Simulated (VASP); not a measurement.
A convergence study with VASP on AuZn (CsCl type): one setting is varied, all else stays as given below, so the limit is that of these other settings. Each run relaxes cell and ions from the cell shown. The basis is that of the starting cell, so low cut-offs carry a Pulay error.

```
CELL_PARAMETERS angstrom
      3.15000     0.00000     0.00000
      0.00000     3.15000     0.00000
      0.00000     0.00000     3.15000
ATOMIC_POSITIONS crystal
  Zn 0.50000 0.50000 0.50000
  Au 0.00000 0.00000 0.00000
```

Calculation: PBE GGA, VASP's PBE PAW potentials (set 64) (plane waves; VASP). The tightest run used: 700 eV cut-off, 10×10×10 Γ-centred mesh, first-order Methfessel-Paxton smearing of 0.10 eV, potentials Zn Au.

| setting | relaxed volume (Å³/atom) | E (eV/atom) | plane waves |
|---|---|---|---|
| ENCUT = 200 | 13.750 | -2.4179 | 208 |
| ENCUT = 250 | 15.593 | -2.3629 | 292 |
| ENCUT = 300 | 16.110 | -2.3766 | 381 |
| ENCUT = 350 | 16.087 | -2.3722 | 480 |
| ENCUT = 400 | 16.124 | -2.3730 | 587 |

Q: These are the cheaper rows. Estimate the results at ENCUT = 700, and how far the last row shown lies from them.

A: 
```
quantity                  tightest run  last row shown is off by
------------------------  ------------  ------------------------
relaxed volume (Å³/atom)        16.176                    -0.052
E (eV/atom)                    -2.3746                    0.0016
```

Left out are rungs that failed or repeat a setting and relaxations that didn't move; long series are thinned to 24 rows.

The compound is AuZn in the CsCl type structure. The electron count is odd and the run is not spin-polarised, which forces a metal.
